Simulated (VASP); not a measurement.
Runs of VASP 6.6.1 on Si48H20CO. The cell holds a slab with vacuum, 70 atoms: a = 10.862 Å, b = 10.862 Å, c = 23.428 Å, α = 90.00°, β = 90.00°, γ = 90.00°. The cell was built by a generator and needn't be a form met in nature.

```csv
task,level,cell,gap on the mesh (eV),largest force (eV/Å)
single point,RPBE,as given,0.49,0.43
relaxation of the atoms,PBE+D3(BJ),atoms relaxed,0.48,-
single point,r2SCAN+rVV10,as given,(b),(a)
single point,PBE,as given,0.48,0.36
```

Alike in all rows: potentials or basis VASP PAW PBE potentials, release 64 (Si, H, O, C); no spin polarisation; k mesh 1 × 1 × 1; cutoff (eV) 400; smearing gaussian 0.05 eV.

Question: Fill in the values left out.

Answer: (a) 0.48; (b) 0.54.

Caveats: the PAW data sets were made with another functional, which shifts forces and pressure a little (some runs).

A k mesh can miss the band edges.
